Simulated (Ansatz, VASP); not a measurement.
## AlN in two plane-wave programs

Aim: how closely do two programs agree when they are given the same cell, functional and k mesh? The cell is taken from a series of runs on this material, whose earlier steps may have relaxed, scaled, displaced or heated it; both programs get it as it stands.

Method: plane waves, with VASP 6.6.1 beside it; zone-centre phonons at LDA, in Ansatz 0.2.0.

## 1. The starting structure

The structure is hexagonal, space group P6_3mc (No. 186). Conventional cell: a = 3.080 Å, b = 3.080 Å, c = 4.929 Å, α = 90.00°, β = 90.00°, γ = 120.00°. Nearest to Al lie 4 N at 1.87 to 1.88 Å. Nearest to N lie 4 Al at 1.87 to 1.88 Å. Farther neighbours and most contacts between anions are not listed.

Structure file:

```cif
data_structure
_symmetry_space_group_name_H-M 'P 1'
_symmetry_Int_Tables_number 1
_cell_length_a 3.0799
_cell_length_b 3.0799
_cell_length_c 4.9293
_cell_angle_alpha 90.000
_cell_angle_beta 90.000
_cell_angle_gamma 120.000
_cell_volume 40.49
loop_
_atom_site_label
_atom_site_type_symbol
_atom_site_fract_x
_atom_site_fract_y
_atom_site_fract_z
_atom_site_occupancy
Al1 Al 0.33333 0.66667 0.99900 1
Al2 Al 0.66667 0.33333 0.49900 1
N3 N 0.33333 0.66667 0.38100 1
N4 N 0.66667 0.33333 0.88100 1
```

## 2. VASP: zone-centre phonons, LDA

Second derivatives magnify differences that forces hide, and they need a tight electronic threshold.

Lines of VASP's logs that name or quote its potential files are left out, and so is its time.

The input, INCAR:

```
SYSTEM = AlN
PREC = Accurate
ENCUT = 600
EDIFF = 1E-08
NELM = 120
ISMEAR = 0
SIGMA = 0.01
LREAL = .FALSE.
ALGO = Normal
GGA = CA
NBANDS = 14
LORBIT = 11
LWAVE = .FALSE.
LCHARG = .FALSE.
ISIF = 2
IBRION = 8
LEPSILON = .TRUE.
LASPH = .TRUE.
GGA_COMPAT = .FALSE.
EFERMI = MIDGAP
KPAR = 2
```

The input, POSCAR:

```
AlN
1.0
    3.0799440550      0.0000000000      0.0000000000
   -1.5399720275      2.6673097939      0.0000000000
    0.0000000000      0.0000000000      4.9292897990
Al N
2 2
Direct
    0.3333333333      0.6666666667      0.9990036570
    0.6666666667      0.3333333333      0.4990036570
    0.3333333333      0.6666666667      0.3809963430
    0.6666666667      0.3333333333      0.8809963430
```

The input, KPOINTS:

```
Automatic mesh
0
Gamma
9 9 4
0 0 0
```

The projector-augmented-wave data sets are Al and N (LDA family, release 64).

The run is started by

```bash
> mpirun -np 2 vasp_std
```

The log of the run:

```text
[banner, memory and clock lines left out]
running    2 mpi-ranks, on    1 nodes
 distrk:  each k-point on    1 cores,    2 groups
 distr:  one band on    1 cores,    1 groups

 POSCAR found type information on POSCAR AlN
 POSCAR found :  2 types and       4 ions
 LDA part: xc-table for (Slater(with rela. corr.)+CA(PZ))
 , standard interpolation
 POSCAR, INCAR and KPOINTS ok, starting setup
 FFT: planning ... GRIDC
 FFT: planning ... GRID_SOFT
 FFT: planning ... GRID
 WAVECAR not read
 entering main loop
       N       E                     dE             d eps       ncg     rms          rms(c)
DAV:   1     0.483690164521E+02    0.48369E+02   -0.81657E+03  1008   0.115E+03
DAV:   2    -0.341818087408E+02   -0.82551E+02   -0.75861E+02  1408   0.206E+02
DAV:   3    -0.379998202306E+02   -0.38180E+01   -0.37988E+01  1374   0.458E+01
DAV:   4    -0.380234669548E+02   -0.23647E-01   -0.23644E-01  1104   0.437E+00
DAV:   5    -0.380237015159E+02   -0.23456E-03   -0.23453E-03  1380   0.425E-01    0.124E+01
DAV:   6    -0.329478037966E+02    0.50759E+01   -0.14115E+01  1134   0.277E+01    0.445E+00
DAV:   7    -0.328985395373E+02    0.49264E-01   -0.68042E-01  1230   0.553E+00    0.281E+00
DAV:   8    -0.328430988241E+02    0.55441E-01   -0.79076E-02  1146   0.254E+00    0.383E-01
DAV:   9    -0.328385935327E+02    0.45053E-02   -0.10459E-02  1326   0.733E-01    0.212E-01
DAV:  10    -0.328387655374E+02   -0.17200E-03   -0.87217E-04  1140   0.199E-01    0.100E-01
DAV:  11    -0.328387127517E+02    0.52786E-04   -0.11958E-04  1290   0.861E-02    0.195E-02
DAV:  12    -0.328387123763E+02    0.37543E-06   -0.21106E-06  1218   0.123E-02    0.521E-03
DAV:  13    -0.328387121533E+02    0.22303E-06   -0.10834E-06  1332   0.779E-03    0.822E-04
DAV:  14    -0.328387121559E+02   -0.26089E-08   -0.21903E-08  1156   0.124E-03
   1 F= -.32838712E+02 E0= -.32838712E+02  d E =0.000000E+00
 Linear response reoptimize wavefunctions to high precision
DAV:   1    -0.328387121540E+02    0.19234E-08   -0.46809E-09  1314   0.553E-04
DAV:   2    -0.328387121539E+02    0.20009E-10   -0.51379E-11   726   0.608E-05
 Linear response G [H, r] |phi>, progress :
  Direction:   1
       N       E                     dE             d eps       ncg     rms
RMM:   1    -0.620982973018E+02   -0.62098E+02    0.91724E+01  2447   0.701E+01
RMM:   2    -0.541876802885E+02    0.79106E+01   -0.34692E+00  1693   0.142E+01
RMM:   3    -0.542039562595E+02   -0.16276E-01   -0.28317E-02  1827   0.130E+00
RMM:   4    -0.542041788924E+02   -0.22263E-03   -0.82790E-04  1959   0.174E-01
RMM:   5    -0.542041704702E+02    0.84222E-05   -0.23291E-04  1955   0.325E-02
RMM:   6    -0.542041696506E+02    0.81960E-06   -0.21015E-04  2014   0.122E-02
RMM:   7    -0.542041692751E+02    0.37545E-06   -0.20607E-04  1995   0.902E-03
RMM:   8    -0.542041689961E+02    0.27901E-06   -0.20164E-04  1673   0.850E-03
RMM:   9    -0.542041694239E+02   -0.42777E-06   -0.20526E-04  1412   0.841E-03
RMM:  10    -0.542041693979E+02    0.25941E-07   -0.17442E-04  1401   0.838E-03
 Linear response G [H, r] |phi>, progress :
  Direction:   2
       N       E                     dE             d eps       ncg     rms
RMM:   1    -0.667024506785E+02   -0.66702E+02    0.13019E+01  2320   0.690E+01
RMM:   2    -0.621391072727E+02    0.45633E+01   -0.27576E+00  1689   0.126E+01
RMM:   3    -0.621555810046E+02   -0.16474E-01   -0.24350E-02  1809   0.117E+00
RMM:   4    -0.621556455160E+02   -0.64511E-04   -0.60607E-04  1942   0.159E-01
RMM:   5    -0.621556104925E+02    0.35023E-04    0.20860E-04  1963   0.290E-02
RMM:   6    -0.621556073468E+02    0.31457E-05    0.25205E-04  2046   0.106E-02
RMM:   7    -0.621556062234E+02    0.11233E-05    0.26372E-04  2004   0.765E-03
RMM:   8    -0.621556060544E+02    0.16904E-06    0.26569E-04  1647   0.719E-03
RMM:   9    -0.621556037029E+02    0.23515E-05    0.29058E-04  1431   0.714E-03
RMM:  10    -0.621556020188E+02    0.16841E-05    0.24374E-04  1390   0.709E-03
 Linear response G [H, r] |phi>, progress :
  Direction:   3
       N       E                     dE             d eps       ncg     rms
RMM:   1    -0.696983133939E+02   -0.69698E+02    0.23027E+01  2353   0.696E+01
RMM:   2    -0.581280466190E+02    0.11570E+02   -0.34316E+00  1659   0.137E+01
RMM:   3    -0.581476597416E+02   -0.19613E-01   -0.28371E-02  1773   0.126E+00
RMM:   4    -0.581480363735E+02   -0.37663E-03   -0.30777E-04  1903   0.163E-01
RMM:   5    -0.581480604042E+02   -0.24031E-04   -0.63365E-05  1889   0.286E-02
RMM:   6    -0.581480634769E+02   -0.30727E-05   -0.80883E-05  1966   0.994E-03
RMM:   7    -0.581480639052E+02   -0.42831E-06   -0.83885E-05  1918   0.709E-03
RMM:   8    -0.581480641849E+02   -0.27969E-06   -0.82900E-05  1588   0.664E-03
RMM:   9    -0.581480643048E+02   -0.11997E-06   -0.84459E-05  1355   0.655E-03
RMM:  10    -0.581480642925E+02    0.12334E-07   -0.10265E-04  1310   0.654E-03
 Linear response to external field (no local field effect), progress :
  Direction:   1
[...]
RMM:   5    -0.426041975991E+00   -0.21978E-07   -0.55410E-07  1768   0.102E-03
RMM:   6    -0.426041976526E+00   -0.53522E-09   -0.52903E-07  1296   0.536E-04
RMM:   7    -0.426041976663E+00   -0.13671E-09   -0.52926E-07  1093   0.484E-04
RMM:   8    -0.426041976581E+00    0.81720E-10   -0.52836E-07  1094   0.481E-04
[...]
RMM:   2    -0.425986066497E+00   -0.84733E-02   -0.40584E-03  1711   0.346E-01    0.954E-01
RMM:   3    -0.414508951824E+00    0.11477E-01   -0.72132E-03  1649   0.531E-01    0.562E-01
RMM:   4    -0.428115055890E+00   -0.13606E-01   -0.10325E-02  1692   0.647E-01    0.700E-02
RMM:   5    -0.429899759544E+00   -0.17847E-02   -0.16379E-04  1803   0.952E-02    0.216E-02
RMM:   6    -0.430399696627E+00   -0.49994E-03   -0.13910E-05  1834   0.246E-02    0.573E-03
RMM:   7    -0.430502197959E+00   -0.10250E-03   -0.11392E-06  1846   0.591E-03    0.148E-03
RMM:   8    -0.430529201816E+00   -0.27004E-04   -0.49222E-07  1900   0.150E-03    0.192E-04
RMM:   9    -0.430529847699E+00   -0.64588E-06   -0.46408E-07  1757   0.597E-04    0.357E-05
RMM:  10    -0.430529704210E+00    0.14349E-06   -0.47944E-07  1337   0.470E-04    0.763E-06
 change of polarisation eV/A/(eV/A) component  3 :    -0.058    -0.036     0.807
 dielectric tensor                  component  3 :    -0.258    -0.161     4.604
 Linear response DOF=           4
 Linear response progress:
  Degree of freedom:   1/  4
       N       E                     dE             d eps       ncg     rms          rms(c)
RMM:   1    -0.658873026409E-02   -0.65887E-02    0.18740E-03 10760   0.773E-01
RMM:   2    -0.594690963420E-02    0.64182E-03   -0.33797E-04  7605   0.137E-01    0.931E-02
RMM:   3    -0.582826926071E-02    0.11864E-03   -0.80385E-05  7985   0.594E-02    0.499E-02
RMM:   4    -0.584238376713E-02   -0.14115E-04   -0.68863E-05  7818   0.555E-02    0.807E-03
RMM:   5    -0.584005369672E-02    0.23301E-05   -0.92091E-07  8267   0.858E-03    0.904E-04
RMM:   6    -0.583990174561E-02    0.15195E-06   -0.11531E-07  8420   0.914E-04    0.399E-04
RMM:   7    -0.583877338566E-02    0.11284E-05   -0.24042E-07  8553   0.516E-04    0.286E-05
RMM:   8    -0.583880647809E-02   -0.33092E-07   -0.14806E-07  8692   0.106E-04    0.169E-05
RMM:   9    -0.583878625898E-02    0.20219E-07   -0.39674E-08  8776   0.633E-05    0.157E-06
RMM:  10    -0.583878608867E-02    0.17032E-09   -0.34907E-08  8221   0.510E-05    0.718E-07
 first order change of Fermi-energy  -0.75126E-05
 force on displaced ion       1 direction 1 : -16.973  -0.000   0.000
 Born effective charge ion    1 direction 1 :   2.508   0.000   0.000
 Linear response progress:
  Degree of freedom:   2/  4
       N       E                     dE             d eps       ncg     rms          rms(c)
RMM:   1    -0.171728446903E-01   -0.17173E-01    0.20293E-02  3310   0.127E+00
RMM:   2    -0.119233988809E-01    0.52494E-02   -0.23190E-03  1943   0.331E-01    0.121E-01
RMM:   3    -0.114777588153E-01    0.44564E-03   -0.62198E-04  2000   0.154E-01    0.525E-02
RMM:   4    -0.114061215944E-01    0.71637E-04   -0.22911E-04  2122   0.395E-02    0.279E-02
RMM:   5    -0.113736520603E-01    0.32470E-04   -0.19182E-04  2160   0.351E-02    0.587E-03
RMM:   6    -0.113566515226E-01    0.17001E-04   -0.37526E-05  2168   0.920E-03    0.158E-03
RMM:   7    -0.113533442517E-01    0.33073E-05   -0.57020E-06  2184   0.219E-03    0.552E-04
RMM:   8    -0.113532551437E-01    0.89108E-07   -0.69674E-08  2208   0.990E-04    0.146E-04
RMM:   9    -0.113533703685E-01   -0.11522E-06   -0.40662E-07  2268   0.254E-04    0.206E-05
RMM:  10    -0.113533358970E-01    0.34471E-07    0.18003E-08  2289   0.898E-05    0.114E-05
RMM:  11    -0.113533451960E-01   -0.92990E-08   -0.51101E-08  2283   0.746E-05    0.118E-06
 first order change of Fermi-energy  -0.86651E+00
 force on displaced ion       1 direction 3 :   0.000   0.000 -22.375
 Born effective charge ion    1 direction 3 :   0.000   0.000   2.671
 Linear response progress:
  Degree of freedom:   3/  4
       N       E                     dE             d eps       ncg     rms          rms(c)
RMM:   1    -0.234034620099E+00   -0.23403E+00    0.20059E-01  8915   0.318E+00
RMM:   2    -0.233662403380E+00    0.37222E-03   -0.33921E-03  7365   0.409E-01    0.187E-01
RMM:   3    -0.234402862852E+00   -0.74046E-03   -0.10032E-03  6919   0.201E-01    0.921E-02
RMM:   4    -0.236216983879E+00   -0.18141E-02   -0.97993E-04  7205   0.185E-01    0.211E-02
RMM:   5    -0.236177026435E+00    0.39957E-04   -0.27136E-05  8273   0.344E-02    0.238E-03
RMM:   6    -0.236214842168E+00   -0.37816E-04   -0.49706E-07  8487   0.433E-03    0.101E-03
RMM:   7    -0.236217109853E+00   -0.22677E-05    0.17605E-08  8654   0.100E-03    0.871E-05
RMM:   8    -0.236216619471E+00    0.49038E-06    0.14053E-07  8783   0.305E-04    0.362E-05
RMM:   9    -0.236216610314E+00    0.91575E-08    0.11546E-07  8834   0.248E-04    0.304E-06
RMM:  10    -0.236216648093E+00   -0.37779E-07    0.24487E-08  8854   0.225E-04    0.154E-06
RMM:  11    -0.236216646470E+00    0.16237E-08   -0.36874E-08  7448   0.219E-04    0.620E-07
 first order change of Fermi-energy  -0.61876E-04
 force on displaced ion       3 direction 1 : -17.055  -0.001   0.000
 Born effective charge ion    3 direction 1 :  -2.508   0.000  -0.000
 Linear response progress:
  Degree of freedom:   4/  4
       N       E                     dE             d eps       ncg     rms          rms(c)
RMM:   1    -0.250981363818E+00   -0.25098E+00    0.21378E-01  2353   0.319E+00
RMM:   2    -0.249481188488E+00    0.15002E-02   -0.28743E-03  1926   0.402E-01    0.192E-01
RMM:   3    -0.249577657410E+00   -0.96469E-04   -0.18733E-03  1928   0.246E-01    0.867E-02
RMM:   4    -0.250837820944E+00   -0.12602E-02   -0.88206E-04  2040   0.157E-01    0.228E-02
RMM:   5    -0.251010251710E+00   -0.17243E-03   -0.29920E-05  2107   0.296E-02    0.661E-03
RMM:   6    -0.251086191824E+00   -0.75940E-04   -0.55866E-06  2198   0.630E-03    0.227E-03
RMM:   7    -0.251080363795E+00    0.58280E-05   -0.32696E-07  2176   0.229E-03    0.438E-04
RMM:   8    -0.251080481582E+00   -0.11779E-06   -0.15111E-07  2249   0.408E-04    0.230E-04
RMM:   9    -0.251080634802E+00   -0.15322E-06   -0.61787E-08  2255   0.289E-04    0.166E-05
RMM:  10    -0.251080679432E+00   -0.44630E-07   -0.77456E-08  2312   0.214E-04    0.953E-06
RMM:  11    -0.251080712465E+00   -0.33034E-07   -0.36150E-08  2324   0.202E-04    0.159E-06
RMM:  12    -0.251080700536E+00    0.11930E-07   -0.50915E-08  2097   0.195E-04    0.671E-07
RMM:  13    -0.251080700318E+00    0.21767E-09   -0.48832E-08  1714   0.194E-04    0.119E-07
 first order change of Fermi-energy   0.86644E+00
 force on displaced ion       3 direction 3 :   0.000   0.000 -20.984
 Born effective charge ion    3 direction 3 :   0.000   0.000  -2.670
 Born effective charges drift removed
 Linear response finished
```

(Continued in part 2 of 3.)

[Lines on the potential files, build, host, timing and source positions are cut from VASP's logs without a mark.]

[Logs are printed without paths, hosts, clocks, repeated set-up lines and the standing remarks that a program may print on its own settings, such as how far it seeks lower states.]

[Hosts, paths, dates, database ids (printed as entryN), source tags and the programs' standing remarks are cut or masked in the printed files.]
